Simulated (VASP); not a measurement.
# Li4Ge2B (P1) in VASP: a series of runs

One crystal, Li4Ge2B, is run at these levels: PBE; tasks: single point, molecular dynamics.

All numbers are computed with VASP 6.6.1; they aren't measurements. Logs are shortened: lines on timing, memory, paths and dates and some standing lists are left out, and cuts for length are marked.

## (1) The structure

The typed cell holds 7 atoms: a = 4.471 Å, b = 4.471 Å, c = 6.644 Å, α = 70.34°, β = 109.66°, γ = 120.00°.

## (2) Single point, PBE

INCAR

```
SYSTEM = Li4Ge2B
PREC = Accurate ; ENCUT = 520
EDIFF = 1E-7 ; ISMEAR = -1
SIGMA = 0.05 ; LREAL = .False.
LASPH = .True. ; NELM = 80
ALGO = Normal ; ISIF = 2
LWAVE = .False. ; LCHARG = .False.
GGA = PE ; NBANDS = 30
```

KPOINTS

```
Automatic mesh
0
Gamma
  4 4 3
  0 0 0
```

POSCAR

```
Li4Ge2B
1.0
    4.4713316700      0.0000000000      0.0000000000
   -2.2356658400      3.8722868200      0.0000001100
   -2.2356658400      1.2907621100      6.1216680400
Ge B Li
2 1 4
Direct
    0.4035969353      0.5936112852      0.2209933511
    0.2724075452      0.7377576412      0.7997715470
    0.1251986554      0.8787089195      0.3733345043
    0.8563671737      0.1575612868      0.4862387119
    0.6891266681      0.3039626577      0.1088360170
    0.9882987194     -0.0358229244      0.9838704034
    0.5120057563      0.4452502669      0.6378326831
```

Potentials or basis: VASP PAW PBE potentials, release 64 (Ge_d, B, Li_sv).

Started as:

```
$ cat potpaw_PBE.64/Ge_d/POTCAR potpaw_PBE.64/B/POTCAR potpaw_PBE.64/Li_sv/POTCAR > POTCAR
$ mpirun -np 1 vasp_std > vasp.out
```

OUTCAR:

```text
SYSTEM = Li4Ge2B
   PREC = Accurate
   ENCUT = 520
   EDIFF = 1E-7
   ISMEAR = -1
   LREAL = .False.
   LASPH = .True.
   NELM = 80
   ISIF = 2
   GGA = PE

 ion  position               nearest neighbor table
   1  0.404  0.594  0.221-   7 2.55   2 2.58   5 2.61   5 2.70   5 2.71
   2  0.272  0.738  0.800-   1 2.58   7 2.67   6 2.70   7 2.72
   3  0.125  0.879  0.373-
   4  0.856  0.158  0.486-   5 2.32   7 2.53
   5  0.689  0.304  0.109-   4 2.32   6 2.52   1 2.61   1 2.70   1 2.71
   6  0.988  0.964  0.984-   5 2.52   2 2.70
   7  0.512  0.445  0.638-   4 2.53   1 2.55   2 2.67   2 2.72

  LATTYP: Found a trigonal (rhomboedric) cell.
 ALAT       =     6.6437254664
 COS(alpha) =     0.7735249211

  Lattice vectors:

 A1 = (   0.0000000000,  -2.5815247100,   6.1216679300)
 A2 = (   2.2356658300,   1.2907621100,   6.1216680400)
 A3 = (  -2.2356658400,   1.2907621100,   6.1216680400)

Analysis of symmetry for initial positions (statically):
=====================================================================
 Subroutine PRICEL returns:
 Original cell was already a primitive cell.

 Routine SETGRP: Setting up the symmetry group for a
 trigonal (rhombohedral) supercell.

 Subroutine GETGRP returns: Found  1 space group operations
 (whereof  1 operations were pure point group operations)
 out of a pool of 12 trial point group operations.

The static configuration has the point symmetry C_1 .

Analysis of symmetry for dynamics (positions and initial velocities):
=====================================================================
 Subroutine PRICEL returns:
 Original cell was already a primitive cell.

 Routine SETGRP: Setting up the symmetry group for a
 trigonal (rhombohedral) supercell.

 Subroutine GETGRP returns: Found  1 space group operations
 (whereof  1 operations were pure point group operations)
 out of a pool of 12 trial point group operations.

The dynamic configuration has the point symmetry C_1 .

 Subroutine INISYM returns: Found  1 space group operations
 (whereof  1 operations are pure point group operations),
 and found     1 'primitive' translations

----------------------------------------------------------------------------------------

                                     Primitive cell

  volume of cell :     105.9923

  direct lattice vectors                    reciprocal lattice vectors
     4.471331670  0.000000000  0.000000000     0.223647019  0.129122665  0.054451394
    -2.235665840  3.872286820  0.000000110     0.000000000  0.258245335 -0.054451383
    -2.235665840  1.290762110  6.121668040     0.000000000 -0.000000005  0.163354171

  length of vectors
     4.471331670  4.471331677  6.643725473     0.263923486  0.263923485  0.163354171

  position of ions in fractional coordinates (direct lattice)
     0.403596935  0.593611285  0.220993351
     0.272407545  0.737757641  0.799771547
     0.125198655  0.878708919  0.373334504
     0.856367174  0.157561287  0.486238712
     0.689126668  0.303962658  0.108836017
     0.988298719  0.964177076  0.983870403
     0.512005756  0.445250267  0.637832683

  ion indices of the primitive-cell ions
   primitive index   ion index
                 1           1
                 2           2
                 3           3
                 4           4
                 5           5
                 6           6
                 7           7

----------------------------------------------------------------------------------------

 KPOINTS: Automatic mesh

Automatic generation of k-mesh.
 Grid dimensions read from file:
 generate k-points for:    4    4    3

 Generating k-lattice:

  Cartesian coordinates                     Fractional coordinates (reciprocal lattice)
     0.055911755  0.032280666  0.013612848     0.250000000 -0.000000000 -0.000000000
     0.000000000  0.064561334 -0.013612846     0.000000000  0.250000000 -0.000000000
     0.000000000 -0.000000002  0.054451390     0.000000000  0.000000000  0.333333333

  Length of vectors
     0.065980871  0.065980871  0.054451390

  Shift w.r.t. Gamma in fractional coordinates (k-lattice)
     0.000000000  0.000000000  0.000000000

 -----------------------------------------------------------------------------
|                                                                             |
|           W    W    AA    RRRRR   N    N  II  N    N   GGGG   !!!           |
|           W    W   A  A   R    R  NN   N  II  NN   N  G    G  !!!           |
|           W    W  A    A  R    R  N N  N  II  N N  N  G       !!!           |
|           W WW W  AAAAAA  RRRRR   N  N N  II  N  N N  G  GGG   !            |
|           WW  WW  A    A  R   R   N   NN  II  N   NN  G    G                |
|           W    W  A    A  R    R  N    N  II  N    N   GGGG   !!!           |
|                                                                             |
|     Your reciprocal lattice and k-lattice belong to different lattice       |
|     classes:                                                                |
|                                                                             |
|        The reciprocal lattice is rhombohedral (trigonal),                   |
|        whereas your k-lattice is base-centered monoclinic.                  |
|                                                                             |
|     Results are often still useful ...                                      |
|                                                                             |
 -----------------------------------------------------------------------------

 WARNING: IBZKPT: internal override: KBLOWUP is changed to .FALSE.
      ... skipping the blow-up phase ...

 Subroutine IBZKPT returns following result:
 ===========================================

 Found     26 irreducible k-points:

 Following reciprocal coordinates:
            Coordinates               Weight
  0.000000  0.000000  0.000000      1.000000
  0.250000 -0.000000  0.000000      2.000000
  0.500000 -0.000000  0.000000      1.000000
  0.000000  0.250000  0.000000      2.000000
  0.250000  0.250000  0.000000      2.000000
  0.500000  0.250000  0.000000      2.000000
[... 16 lines left out ...]
  0.000000 -0.250000  0.333333      2.000000
  0.250000 -0.250000  0.333333      2.000000
 [... further k-points ...]
   k-points           NKPTS =     26   k-points in BZ     NKDIM =     26   number of bands    NBANDS=     30
   number of dos      NEDOS =    301   number of ions     NIONS =      7
   total plane-waves  NPLWV =  64800
   dimension x,y,z NGX =    36 NGY =   36 NGZ =   50
   dimension x,y,z NGXF=    72 NGYF=   72 NGZF=  100
   ions per type =               2   1   4
   NGX,Y,Z   is equivalent  to a cutoff of  13.38, 13.38, 12.51 a.u.
   NGXF,Y,Z  is equivalent  to a cutoff of  26.77, 26.77, 25.02 a.u.
 SYSTEM =  Li4Ge2B
   PREC   = accura    normal or accurate (medium, high low for compatibility)
   ISTART =      0    job   : 0-new  1-cont  2-samecut
   ICHARG =      2    charge: 1-file 2-atom 10-const
   ISPIN  =      1    spin polarized calculation?
   LNONCOLLINEAR =      F non collinear calculations
   LSORBIT =      F    spin-orbit coupling
   LASPH  =      T    aspherical Exc in radial PAW
   ENCUT  =  520.0 eV  38.22 Ry    6.18 a.u.   8.31  8.31 12.35*2*pi/ulx,y,z
   NELM   =     80;   NELMIN=  2; NELMDL= -5     # of ELM steps
   EDIFF  = 0.1E-06   stopping-criterion for ELM
   LREAL  =      F    real-space projection
   EDIFFG = 0.1E-05   stopping-criterion for IOM
   NSW    =      0    number of steps for IOM
   IBRION =     -1    ionic relax: 0-MD 1-quasi-New 2-CG
   NFREE  =      0    steps in history (QN), initial steepest desc. (CG)
   ISIF   =      2    stress and relaxation
   ISYM   =      2    0-nonsym 1-usesym 2-fastsym
   POTIM  = 0.5000    time-step for ionic-motion
   TEBEG  =    0.0;   TEEND  =   0.0 temperature during run
   PSTRESS=    0.0 pullay stress
   NELECT =      43.0000    total number of electrons
   NUPDOWN=      -1.0000    fix difference up-down
   EMIN   =  10.00;   EMAX   =-10.00  energy-range for DOS
   EFERMI =   0.00;   METHOD = LEGACY
   ISMEAR =    -1;   SIGMA  =   0.05  broadening in eV -4-tet -1-fermi 0-gaus
   EFERMI_NEDOS =   21; number of points for ismear=-14 and -15
   IALGO  =     38    algorithm
   IMIX   =      4    mixing-type and parameters
     AMIX     =   0.40;   BMIX     =  1.00
     AMIX_MAG =   1.60;   BMIX_MAG =  1.00
  volume/ion in A,a.u.               =      15.14       102.18
  Fermi-wavevector in a.u.,A,eV,Ry     =   1.211917  2.290191 19.983463  1.468743
  Thomas-Fermi vector in A             =   2.347418
   LORBIT       =      0    0 simple, 1 ext, 2 COOP (PROOUT), +10 PAW based schemes
   GGA     = PE    functional components
   LHFCALC =     F    Hartree Fock is set to
   AEXX    =    0.0000 exact exchange contribution
   IVDW    =     0    specifies the selected vdW correction
   LEPSILON=     F    determine dielectric tensor
   LRPA    =     F    only Hartree local field effects (RPA)
 non-spin polarized calculation
  energy-cutoff  :      520.00
  volume of cell :      105.99
 maximum number of plane-waves:      2870
 NGX is ok and might be reduce to    36
   NGX = 17   NGY = 17   NGZ = 25

 number of electron      43.0000006 magnetization

 Free energy of the ion-electron system (eV)
  ---------------------------------------------------
  ext. energy  EPLUGINS =         0.00000000
  ---------------------------------------------------
  free energy    TOTEN  =       -22.30816215 eV

  energy without entropy =      -22.28015496  energy(sigma->0) =      -22.29415856

 E-fermi :   3.6699     XC(G=0):  -9.3496

 val. band max:        3.6599131919   @ k =   0.2500  -0.0000   0.3333
 cond. band min:       3.7018409838   @ k =   0.0000   0.5000   0.0000
 fundamental gap:      0.0419277919
 Fermi energy:         3.6698825517

 k-point     1 :       0.0000    0.0000    0.0000
  band No.  band energies     occupation
      1     -43.1207      2.00000
      2     -43.0168      2.00000
      3     -42.6257      2.00000
      4     -42.5133      2.00000
      5     -20.8988      2.00000
      6     -20.8718      2.00000
[... 781 lines left out ...]
     29       8.5867      0.00000
     30       9.4304      0.00000

 [... further k-points ...]

------------------------ aborting loop because EDIFF is reached ----------------------------------------

  FORCE on cell =-STRESS in cart. coord.  units (eV):
  Direction    XX          YY          ZZ          XY          YZ          ZX
  --------------------------------------------------------------------------------------
  -------------------------------------------------------------------------------------
  Total       -3.0996796     -2.8809315      0.2025631      0.3007696     -0.1870303      0.3533645
  in kB      -46.8547052    -43.5481131      3.0619404      4.5464289     -2.8271475      5.3414519
  external PRESSURE =     -29.1136260 kB  Pullay stress =       0.0000000 kB

 VOLUME and BASIS-vectors are now :
 -----------------------------------------------------------------------------
  energy-cutoff  :      520.00
  volume of cell :      105.99
      direct lattice vectors                 reciprocal lattice vectors
     4.471331670  0.000000000  0.000000000     0.223647019  0.129122665  0.054451394
    -2.235665840  3.872286820  0.000000110     0.000000000  0.258245335 -0.054451383
    -2.235665840  1.290762110  6.121668040     0.000000000 -0.000000005  0.163354171

 POSITION                                       TOTAL-FORCE (eV/Angst)
 -----------------------------------------------------------------------------------
     -0.01657      2.58388      1.35285         0.070155     -0.128324      0.537943
     -2.21938      3.88912      4.89594        -0.080689     -0.174167     -0.964787
     -2.23935      3.88450      2.28543        -0.016075      0.091081      0.441695
      2.38978      1.23774      2.97659        -0.247465     -0.039524      0.630872
      2.15843      1.31751      0.66626         0.112964     -0.212924     -0.743081
      0.06383      5.00351      6.02293        -0.219066      0.398922     -0.284568
     -0.13206      2.54743      3.90460         0.380176      0.064936      0.381926
 -----------------------------------------------------------------------------------
    total drift:                               -0.000063     -0.000585     -0.000733

  FREE ENERGIE OF THE ION-ELECTRON SYSTEM (eV)
  ---------------------------------------------------
  free  energy   TOTEN  =       -22.3081621538 eV

  energy  without entropy=      -22.2801549649  energy(sigma->0) =      -22.29415856
```

Run time: 58 s. Hardware: 1 thread of AMD EPYC 9R45 (Zen 5), shared host; peak memory 0.24 GiB.

What came out:

```
Free energy            : -22.3082 eV
Largest force          : 0.984 eV/Å
Band gap on the k mesh : none (metal or under the smearing width)
```

Forces on the atoms (eV/Å):
```
Ge   0.070 -0.128  0.538
Ge  -0.081 -0.174 -0.965
B   -0.016  0.091  0.442
Li  -0.247 -0.040  0.631
Li   0.113 -0.213 -0.743
Li  -0.219  0.399 -0.285
Li   0.380  0.065  0.382
```

Caveat: the k mesh is coarse (spacing up to 0.41 Å⁻¹), so the values aren't converged; the cutoff is under 1.25 times the usual one of these potentials, so pressure, stress and relaxed cells hold a basis-set (Pulay) error.

## (3) Single point, PBE

INCAR

```
SYSTEM = Li4Ge2B
ALGO     = Fast           ! electronic algorithm
EDIFF    = 1E-6           ! SCF threshold, eV
ENCUT    = 520            ! plane-wave cutoff, eV
GGA      = PE             ! functional
ISIF     = 2              ! what is computed and relaxed
ISMEAR   = -1             ! smearing method
LASPH    = .TRUE.         ! aspherical terms in the spheres
LCHARG   = .FALSE.        ! write CHGCAR
LREAL    = .FALSE.        ! projectors in reciprocal space
LWAVE    = .FALSE.        ! write WAVECAR
NBANDS   = 30             ! bands
NELM     = 80             ! most SCF steps
PREC     = Accurate       ! precision mode
SIGMA    = 0.05           ! smearing width, eV
```

KPOINTS

```
k-points
0
G
  4 4 3
  0 0 0
```

POSCAR

```
Li4Ge2B
1.0
    4.4713316700      0.0000000000      0.0000000000
   -2.2356658400      3.8722868200      0.0000001100
   -2.2356658400      1.2907621100      6.1216680400
Ge B Li
2 1 4
Direct
    0.4004312710      0.5937717647      0.2217065554
    0.2777697490      0.7420245151      0.7991730173
    0.1274172808      0.8817372813      0.3765607491
    0.8749675693      0.1481447090      0.4712976863
    0.6747316702      0.3075354850      0.1078513180
    0.9790370930     -0.0670361736      0.9745709778
    0.4906191946      0.4312530517      0.6568340404
```

Potentials or basis: VASP PAW PBE potentials, release 64 (Ge_d, B, Li_sv).

Started as:

```
$ cat potpaw_PBE.64/Ge_d/POTCAR potpaw_PBE.64/B/POTCAR potpaw_PBE.64/Li_sv/POTCAR > POTCAR
$ mpirun -np 1 vasp_std > vasp.out
```

It took 3.8 min on 1 thread of AMD EPYC 9R45 (Zen 5), shared host; peak memory 0.24 GiB.

It converged, with:

* Free energy: -22.0879 eV
* Largest force: 0.958 eV/Å
* Band gap on the k mesh: none (metal or under the smearing width)

Forces in eV/Å, atoms in the order of the input:
```
Ge  -0.004 -0.137  0.648
Ge  -0.154 -0.266 -0.907
B    0.212  0.012  0.328
Li  -0.460 -0.079  0.772
Li   0.141 -0.387 -0.732
Li  -0.396  0.717 -0.153
Li   0.661  0.140  0.044
```

Levels at points of the mesh, in eV from the Fermi level:
```
           k point  band 18  band 19  band 20  band 21  band 22  band 23  band 24  band 25  band 26  band 27
(0.00, 0.00, 0.00)    -1.27    -1.17    -0.98    -0.65    -0.12     1.59     1.61     1.74     2.93     3.53
(0.50, 0.00, 0.00)    -3.86    -2.60    -2.29    -1.23    -0.14     0.15     1.66     3.98     4.04     4.33
(0.00, 0.50, 0.00)    -3.82    -2.61    -2.30    -1.21    -0.04     0.05     1.68     3.97     4.09     4.35
(0.50, 0.50, 0.00)    -3.40    -2.95    -1.91    -1.47     0.32     0.61     2.17     2.48     3.35     4.41
```

Caveat: the k mesh is coarse (spacing up to 0.41 Å⁻¹), so the values aren't converged; the cutoff is under 1.25 times the usual one of these potentials, so pressure, stress and relaxed cells hold a basis-set (Pulay) error.

[end of part 1 of 2]
